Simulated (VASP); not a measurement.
# ZnSe (Stilleite): GW quasiparticle gap, part 2 of 3

Aim: the quasiparticle gap of ZnSe (Stilleite), and what it costs to get it. The cell is of the zinc-blende type, one of the forms listed for this formula. The start is a cell from a database of measured crystal structures.

VASP 6.6.1, plane waves and PAW; the level of theory is named at each step.

So far, gap on the k-mesh (eV): step 3 (empty bands) 1.28.

### 4. G0W0, ENCUTGW 100, bands in the sums 104

This step: G0W0 on PBE; plane waves and PAW (Zn_GW, Se_GW) (VASP 6.6.1).

G0W0 keeps orbitals and screening fixed and shifts each of the lowest NBANDSGW levels once.

Input file INCAR:

```
SYSTEM = ZnSe
PREC = Accurate
ENCUT = 350
ISMEAR = 0
SIGMA = 0.01
LREAL = .FALSE.
GGA = PE
NBANDS = 104
ALGO = EVGW0
NELMGW = 1
ENCUTGW = 100
NOMEGA = 48
PRECFOCK = Fast
NBANDSGW = 24
LWAVE = .FALSE.
LCHARG = .FALSE.
```

Input file POSCAR:

```
ZnSe
1.0
    0.0000000000      2.8338000000      2.8338000000
    2.8338000000      0.0000000000      2.8338000000
    2.8338000000      2.8338000000      0.0000000000
Zn Se
1 1
Direct
    0.0000000000      0.0000000000      0.0000000000
    0.2500000000      0.2500000000      0.2500000000
```

Input file KPOINTS:

```
Automatic mesh
0
Gamma
6 6 6
0 0 0
```

PAW data sets: Zn_GW and Se_GW (PBE family, release 64).

Command:

```sh
$ mpirun -np 8 vasp_std
```

The program printed:

```text
[banner, memory and clock lines left out]
running    8 mpi-ranks, on    1 nodes
 distrk:  each k-point on    8 cores,    1 groups
 distr:  one band on    1 cores,    8 groups

 POSCAR found type information on POSCAR ZnSe
 POSCAR found :  2 types and       2 ions
 [... a notice as in an earlier step ...]

|                                                                             |
|           W    W    AA    RRRRR   N    N  II  N    N   GGGG   !!!           |
|           W    W   A  A   R    R  NN   N  II  NN   N  G    G  !!!           |
|           W    W  A    A  R    R  N N  N  II  N N  N  G       !!!           |
|           W WW W  AAAAAA  RRRRR   N  N N  II  N  N N  G  GGG   !            |
|           WW  WW  A    A  R   R   N   NN  II  N   NN  G    G                |
|           W    W  A    A  R    R  N    N  II  N    N   GGGG   !!!           |
|                                                                             |
|     The default for ENCUTGWSOFT is different in this version of VASP.       |
|     please manually set ENCUTGWSOFT =100 in the INCAR file.                 |
|                                                                             |

 LDA part: xc-table for (Slater+PW92), standard interpolation
 found WAVECAR, reading the header
 POSCAR, INCAR and KPOINTS ok, starting setup
 FFT: planning ... GRIDC
 FFT: planning ... GRID_SOFT
 FFT: planning ... GRID
 reading WAVECAR
 the WAVECAR file was read successfully
 initial charge from wavefunction
 available memory per node:     67.90 GB, setting MAXMEM to     69532

 The Fermi energy was updated, please check that it is located mid-gap
 values below the HOMO (VB) or above the LUMO (CB) will cause erroneous energies
 E-fermi :   3.2869

 calculate exact exchange contribution
 the WAVEDER file was read successfully
energies w=
    0.000    0.000    0.532    0.000    1.061    0.000    1.586    0.000
    2.105    0.000    2.617    0.000    3.120    0.000    3.614    0.000
    4.099    0.000    4.575    0.000    5.042    0.000    5.502    0.000
    5.955    0.000    6.403    0.000    6.847    0.000    7.289    0.000
    7.729    0.000    8.171    0.000    8.616    0.000    9.066    0.000
    9.523    0.000    9.990    0.000   10.470    0.000   10.966    0.000
   11.480    0.000   12.019    0.000   12.584    0.000   13.184    0.000
   13.822    0.000   14.509    0.000   15.252    0.000   16.063    0.000
   16.957    0.000   17.951    0.000   19.069    0.000   20.339    0.000
   21.802    0.000   23.512    0.000   25.540    0.000   27.993    0.000
   31.025    0.000   34.871    0.000   39.914    0.000   46.811    0.000
   56.799    0.000   72.517    0.000  100.773    0.000  166.170    0.000
 responsefunction array rank=     120
 LDA part: xc-table for (Slater+PW92), standard interpolation

 min. memory requirement per mpi rank    167.4 MB, per node   1339.1 MB

 allocating   6 responsefunctions rank=   120
 shmem allocating  48 responsefunctions rank=   120
 response function shared by NCSHMEM nodes    1
 Doing            6  frequencies on each core in blocks of           48
NQ=   1    0.0000    0.0000    0.0000,
|.........|.........|.........|.........|.........|.........|.........|.........
 performed        449000 updates of chi_q(r,r)
 total number of BLAS operations         45.89 Gflops
NQ=   2    0.1667    0.0000    0.0000,
|.........|.........|.........|.........|.........|.........|.........|.........
 performed       1237000 updates of chi_q(r,r)
 total number of BLAS operations        114.13 Gflops
NQ=   3    0.3333    0.0000    0.0000,
|.........|.........|.........|.........|.........|.........|.........|.........
 performed       2025000 updates of chi_q(r,r)
 total number of BLAS operations        175.97 Gflops
NQ=   4    0.5000    0.0000    0.0000,
|.........|.........|.........|.........|.........|.........|.........|.........
 performed       2693000 updates of chi_q(r,r)
 total number of BLAS operations        238.39 Gflops
NQ=   5    0.1667    0.1667    0.0000,
|.........|.........|.........|.........|.........|.........|.........|.........
 performed       3481000 updates of chi_q(r,r)
 total number of BLAS operations        307.95 Gflops
NQ=   6    0.3333    0.1667    0.0000,
|.........|.........|.........|.........|.........|.........|.........|.........
 performed       4699000 updates of chi_q(r,r)
 total number of BLAS operations        411.32 Gflops
NQ=   7    0.5000    0.1667    0.0000,
|.........|.........|.........|.........|.........|.........|.........|.........
 performed       5917000 updates of chi_q(r,r)
 total number of BLAS operations        518.75 Gflops
NQ=   8   -0.3333    0.1667    0.0000,
|.........|.........|.........|.........|.........|.........|.........|.........
 performed       7135000 updates of chi_q(r,r)
 total number of BLAS operations        622.13 Gflops
NQ=   9   -0.1667    0.1667    0.0000,
|.........|.........|.........|.........|.........|.........|.........|.........
 performed       8193000 updates of chi_q(r,r)
 total number of BLAS operations        705.10 Gflops
NQ=  10    0.3333    0.3333    0.0000,
|.........|.........|.........|.........|.........|.........|.........|.........
 performed       8981000 updates of chi_q(r,r)
 total number of BLAS operations        773.34 Gflops
NQ=  11    0.5000    0.3333    0.0000,
|.........|.........|.........|.........|.........|.........|.........|.........
 performed      10199000 updates of chi_q(r,r)
 total number of BLAS operations        874.72 Gflops
NQ=  12   -0.3333    0.3333    0.0000,
|.........|.........|.........|.........|.........|.........|.........|.........
 performed      11257000 updates of chi_q(r,r)
 total number of BLAS operations        961.08 Gflops
NQ=  13    0.5000    0.5000    0.0000,
|.........|.........|.........|.........|.........|.........|.........|.........
 performed      11855000 updates of chi_q(r,r)
 total number of BLAS operations       1016.98 Gflops
NQ=  14    0.5000    0.3333    0.1667,
|.........|.........|.........|.........|.........|.........|.........|.........
 performed      13222000 updates of chi_q(r,r)
 total number of BLAS operations       1128.60 Gflops
NQ=  15   -0.3333    0.3333    0.1667,
|.........|.........|.........|.........|.........|.........|.........|.........
 performed      14509000 updates of chi_q(r,r)
 total number of BLAS operations       1240.04 Gflops
NQ=  16   -0.3333    0.5000    0.1667,
|.........|.........|.........|.........|.........|.........|.........|.........
 performed      15572000 updates of chi_q(r,r)
 total number of BLAS operations       1332.04 Gflops
 resolving degeneracies of screened two electron integrals

 calculate QP shifts <psi_nk| G(iteration)W_0 |psi_nk>: iteration 1
 entering main loop
```

Run time: 89 s. Hardware: 8 MPI ranks of Intel Xeon Platinum 8488C (Sapphire Rapids), shared host; peak memory 1.8 GiB; 9.6 min of CPU time.

OUTCAR, selected parts (step 4):

```text
The static configuration has the point symmetry T_d .

 Found     16 irreducible k-points:

   k-points           NKPTS =     16   k-points in BZ     NKDIM =    216   number of bands    NBANDS=    104

   NELECT =      18.0000    total number of electrons

 E-fermi :   3.2869

 QP shifts <psi_nk| G(iteration)W_0 |psi_nk>: iteration 1
 for sc-GW calculations column KS-energies equals QP-energies in previous step
 and V_xc(KS)=  KS-energies - (<T + V_ion + V_H > + <T+V_H+V_ion>^1  + <V_x>^1)
 k-point   1 :       0.0000    0.0000    0.0000
  band No.  KS-energies  QP-energies   sigma(KS)   V_xc(KS)     V^pw_x(r,r')   Z            occupation Imag(sigma)
    ...
      6      -3.5234      -5.4037     -23.2649     -20.5044     -31.9437       0.6812       2.0000       0.1776
      7       2.6485       1.9780     -14.4464     -13.5685     -16.4610       0.7638       2.0000       0.0724
      8       2.6485       1.9780     -14.4464     -13.5685     -16.4610       0.7638       2.0000       0.0724
      9       2.6485       1.9780     -14.4464     -13.5685     -16.4610       0.7638       2.0000       0.0724
     10       3.9253       4.4295      -9.7136     -10.3520      -6.3443       0.7898       0.0000      -0.0617
     11       8.4461       8.7960      -9.3062      -9.7583      -5.0898       0.7740       0.0000      -0.0988
     12       8.4461       8.7960      -9.3062      -9.7583      -5.0898       0.7740       0.0000      -0.0988
     13       8.4461       8.7960      -9.3062      -9.7583      -5.0898       0.7740       0.0000      -0.0988
    ...

 k-point   2 :       0.1667    0.0000    0.0000
  band No.  KS-energies  QP-energies   sigma(KS)   V_xc(KS)     V^pw_x(r,r')   Z            occupation Imag(sigma)
    ...
      6      -3.5251      -5.4020     -23.2551     -20.4971     -31.9344       0.6805       2.0000       0.1779
      7       0.7414       0.0351     -13.6151     -12.6711     -15.9408       0.7482       2.0000       0.0901
      8       2.3958       1.7069     -14.2368     -13.3332     -16.2786       0.7624       2.0000       0.0743
      9       2.3958       1.7069     -14.2368     -13.3332     -16.2786       0.7624       2.0000       0.0743
     10       5.1895       5.6647     -10.1165     -10.7256      -6.6555       0.7801       0.0000      -0.0650
     11       8.5157       8.8537      -9.4711      -9.9093      -5.3012       0.7713       0.0000      -0.1015
     12       8.8478       9.2121      -9.4265      -9.9001      -5.1168       0.7691       0.0000      -0.1063
     13       8.8478       9.2121      -9.4265      -9.9001      -5.1168       0.7691       0.0000      -0.1063
    ...

 k-point   3 :       0.3333    0.0000    0.0000
  band No.  KS-energies  QP-energies   sigma(KS)   V_xc(KS)     V^pw_x(r,r')   Z            occupation Imag(sigma)
    ...
      6      -3.5166      -5.3913     -23.2747     -20.5204     -31.9672       0.6807       2.0000       0.1790
      7      -1.4092      -2.2844     -13.7009     -12.4781     -17.2029       0.7157       2.0000       0.1531
      8       1.9681       1.2506     -13.9285     -12.9841     -16.0377       0.7597       2.0000       0.0787
      9       1.9681       1.2506     -13.9285     -12.9841     -16.0377       0.7597       2.0000       0.0787
     10       5.3204       5.7900      -9.6156     -10.2149      -5.9562       0.7836       0.0000      -0.0723
     11       9.1198       9.4440      -9.3479      -9.7706      -5.0303       0.7670       0.0000      -0.1115
     12       9.1198       9.4440      -9.3479      -9.7706      -5.0303       0.7670       0.0000      -0.1115
     13      10.2109      10.5437      -9.5643     -10.0097      -4.8911       0.7473       0.0000      -0.1600
    ...

[... 7 parts as in an earlier step ...]

[... 5 further parts left out ...]
```

This step gave:

- quasiparticle gap on the mesh: 2.452 eV
- smallest direct quasiparticle gap on the mesh: 2.452 eV
- gap of the starting orbitals on the mesh: 1.277 eV

GW takes the gap from 1.277 to 2.452 eV. Spin-orbit coupling is left out. The value holds for 104 bands, ENCUTGW = 100 eV and this mesh, and isn't shown to be converged in them.

### 5. Empty bands

This step: PBE; plane waves and PAW (Zn_GW, Se_GW) (VASP 6.6.1).

The empty bands are made again, for the run that follows.

Input file INCAR:

```
SYSTEM = ZnSe
PREC = Accurate
ENCUT = 350
ISMEAR = 0
SIGMA = 0.01
LREAL = .FALSE.
GGA = PE
NBANDS = 176
ALGO = Exact
NELM = 1
LWAVE = .TRUE.
LCHARG = .FALSE.
LOPTICS = .TRUE.
NEDOS = 1000
CSHIFT = 0.1
```

POSCAR is that of step 4.

KPOINTS is that of step 4.

Command:

```sh
$ mpirun -np 8 vasp_std
```

The program printed:

```text
[banner, memory and clock lines left out]
running    8 mpi-ranks, on    1 nodes
[...]
[... a notice as in an earlier step ...]

 LDA part: xc-table for (Slater+PW92), standard interpolation
 found WAVECAR, reading the header
  number of bands has changed, file:    15 present:   176
  trying to continue reading WAVECAR, but it might fail
 POSCAR, INCAR and KPOINTS ok, starting setup
[...]
reading WAVECAR
 random initialization beyond band           15
 the WAVECAR file was read successfully
 initial charge from wavefunction
 entering main loop
       N       E                     dE             d eps       ncg     rms          rms(c)
DIA:   1    -0.601700289675E+01   -0.60170E+01    0.00000E+00     0   0.000E+00
   1 F= -.60170029E+01 E0= -.60170029E+01  d E =-.102894E-69
 writing wavefunctions
 optical routines
 imaginary and real dielectric function
 recalculating local potential from charge density
 direction            1
 direction            2
 direction            3
```

Run time: 4.6 s. Hardware: 8 MPI ranks; peak memory 1.1 GiB.

From OUTCAR (step 5):

```text
 POSITION                                       TOTAL-FORCE (eV/Angst)
 -----------------------------------------------------------------------------------
      0.00000      0.00000      0.00000         0.000000      0.000000      0.000000
      1.41690      1.41690      1.41690        -0.000000     -0.000000     -0.000000
 -----------------------------------------------------------------------------------
    total drift:                               -0.000001     -0.000001      0.000000

  FREE ENERGIE OF THE ION-ELECTRON SYSTEM (eV)
  ---------------------------------------------------
  free  energy   TOTEN  =        -6.0170028968 eV

  energy  without entropy=       -6.0170028968  energy(sigma->0) =       -6.01700290

[... 2 parts as in an earlier step ...]

[... 2 further parts left out ...]
[key lines of the parts left out:]
E-fermi :   2.7717
```

WAVECAR now holds 176 bands for 18 electrons.

### 6. G0W0, ENCUTGW 140, bands in the sums 176

This step: G0W0 on PBE; plane waves and PAW (Zn_GW, Se_GW) (VASP 6.6.1).

ENCUTGW rises to 140 eV and the bands with it, to about the number of plane waves under that cutoff.

Input file INCAR:

```
SYSTEM = ZnSe
PREC = Accurate
ENCUT = 350
ISMEAR = 0
SIGMA = 0.01
LREAL = .FALSE.
GGA = PE
NBANDS = 176
ALGO = EVGW0
NELMGW = 1
ENCUTGW = 140
NOMEGA = 48
PRECFOCK = Fast
NBANDSGW = 24
LWAVE = .FALSE.
LCHARG = .FALSE.
```

POSCAR is that of step 5.

KPOINTS is that of step 5.

Command:

```sh
$ mpirun -np 8 vasp_std
```

The program printed:

```text
[banner, memory and clock lines left out]
running    8 mpi-ranks, on    1 nodes
[...]
[... a notice as in an earlier step ...]

|                                                                             |
|           W    W    AA    RRRRR   N    N  II  N    N   GGGG   !!!           |
|           W    W   A  A   R    R  NN   N  II  NN   N  G    G  !!!           |
|           W    W  A    A  R    R  N N  N  II  N N  N  G       !!!           |
|           W WW W  AAAAAA  RRRRR   N  N N  II  N  N N  G  GGG   !            |
|           WW  WW  A    A  R   R   N   NN  II  N   NN  G    G                |
|           W    W  A    A  R    R  N    N  II  N    N   GGGG   !!!           |
|                                                                             |
|     The default for ENCUTGWSOFT is different in this version of VASP.       |
|     please manually set ENCUTGWSOFT =140 in the INCAR file.                 |
|                                                                             |

[...]
total number of BLAS operations       4085.58 Gflops
NQ=  12   -0.3333    0.3333    0.0000,
|.........|.........|.........|.........|.........|.........|.........|.........
 performed      19342000 updates of chi_q(r,r)
 total number of BLAS operations       4515.17 Gflops
NQ=  13    0.5000    0.5000    0.0000,
|.........|.........|.........|.........|.........|.........|.........|.........
 performed      20379000 updates of chi_q(r,r)
 total number of BLAS operations       4766.56 Gflops
NQ=  14    0.5000    0.3333    0.1667,
|.........|.........|.........|.........|.........|.........|.........|.........
 performed      22717000 updates of chi_q(r,r)
 total number of BLAS operations       5359.40 Gflops
NQ=  15   -0.3333    0.3333    0.1667,
|.........|.........|.........|.........|.........|.........|.........|.........
 performed      24920000 updates of chi_q(r,r)
 total number of BLAS operations       5880.97 Gflops
NQ=  16   -0.3333    0.5000    0.1667,
|.........|.........|.........|.........|.........|.........|.........|.........
 performed      26743000 updates of chi_q(r,r)
 total number of BLAS operations       6312.55 Gflops
 resolving degeneracies of screened two electron integrals

 calculate QP shifts <psi_nk| G(iteration)W_0 |psi_nk>: iteration 1
 entering main loop
[key lines of the parts left out:]
E-fermi :   3.2869
```

Elapsed: 2.2 min, on 8 MPI ranks; peak memory 2.2 GiB; 16 min of CPU time.

From OUTCAR (step 6):

```text
 QP shifts <psi_nk| G(iteration)W_0 |psi_nk>: iteration 1
 for sc-GW calculations column KS-energies equals QP-energies in previous step
 and V_xc(KS)=  KS-energies - (<T + V_ion + V_H > + <T+V_H+V_ion>^1  + <V_x>^1)
 k-point   1 :       0.0000    0.0000    0.0000
  band No.  KS-energies  QP-energies   sigma(KS)   V_xc(KS)     V^pw_x(r,r')   Z            occupation Imag(sigma)
    ...
      6      -3.5234      -5.1845     -22.9527     -20.5044     -31.9437       0.6785       2.0000       0.1722
      7       2.6485       1.8602     -14.6028     -13.5685     -16.4610       0.7622       2.0000       0.0632
      8       2.6485       1.8602     -14.6028     -13.5685     -16.4610       0.7622       2.0000       0.0632
      9       2.6485       1.8602     -14.6028     -13.5685     -16.4610       0.7622       2.0000       0.0632
     10       3.9253       4.3144      -9.8591     -10.3520      -6.3443       0.7893       0.0000      -0.0695
     11       8.4461       8.7049      -9.4237      -9.7583      -5.0898       0.7736       0.0000      -0.0886
     12       8.4461       8.7049      -9.4237      -9.7583      -5.0898       0.7736       0.0000      -0.0886
     13       8.4461       8.7049      -9.4237      -9.7583      -5.0898       0.7736       0.0000      -0.0886
    ...

[... 1 part as in an earlier step ...]

[... 2 further parts left out ...]
[key lines of the parts left out:]
E-fermi :   3.2869
```

The gap is now 2.454 eV, +3 meV against the GW run before. Spin-orbit coupling is left out.

### 7. Empty bands

This step: PBE; plane waves and PAW (Zn_GW, Se_GW) (VASP 6.6.1).

The empty bands are made again, for the run that follows.

Input file INCAR:

```
SYSTEM = ZnSe
PREC = Accurate
ENCUT = 350
ISMEAR = 0
SIGMA = 0.01
LREAL = .FALSE.
GGA = PE
NBANDS = 256
ALGO = Exact
NELM = 1
LWAVE = .TRUE.
LCHARG = .FALSE.
LOPTICS = .TRUE.
NEDOS = 1000
CSHIFT = 0.1
```

POSCAR is that of step 6.

KPOINTS is that of step 6.

Command:

```sh
$ mpirun -np 8 vasp_std
```

The program printed:

```text
[banner, memory and clock lines left out]
running    8 mpi-ranks, on    1 nodes
[...]
[... a notice as in an earlier step ...]

 LDA part: xc-table for (Slater+PW92), standard interpolation
 found WAVECAR, reading the header
  number of bands has changed, file:    15 present:   256
  trying to continue reading WAVECAR, but it might fail
 POSCAR, INCAR and KPOINTS ok, starting setup
[...]
reading WAVECAR
 random initialization beyond band           15
 the WAVECAR file was read successfully
 initial charge from wavefunction
 entering main loop
       N       E                     dE             d eps       ncg     rms          rms(c)
DIA:   1    -0.601700289670E+01   -0.60170E+01    0.00000E+00     0   0.000E+00
   1 F= -.60170029E+01 E0= -.60170029E+01  d E =-.636944E-23
 writing wavefunctions
 optical routines
 imaginary and real dielectric function
 recalculating local potential from charge density
 direction            1
 direction            2
 direction            3
```

Elapsed: 4 s, on 8 MPI ranks; peak memory 1.1 GiB; 27 s of CPU time.

From OUTCAR (step 7):

```text
  Total        0.5956460      0.5956460      0.5956460      0.0000000      0.0000000      0.0000000
  in kB       20.9682048     20.9682048     20.9682048      0.0000000      0.0000000      0.0000000
  external PRESSURE =      20.9682048 kB  Pullay stress =       0.0000000 kB

[... 4 parts as in an earlier step ...]

[... 2 further parts left out ...]
[key lines of the parts left out:]
E-fermi :   2.7148
```

WAVECAR now holds 256 bands for 18 electrons.

(Part 2 of 3 ends here.)

[Lines on the potential files, build, host, timing and source positions are cut from VASP's logs without a mark.]

[Logs are printed without paths, hosts, clocks, repeated set-up lines and the standing remarks that a program may print on its own settings, such as how far it seeks lower states.]

[Hosts, paths, dates, database ids (printed as entryN), source tags and the programs' standing remarks are cut or masked in the printed files.]

[Pressures printed for these runs are not shown converged in the cutoff: they can be off by several GPa and have the wrong sign.]
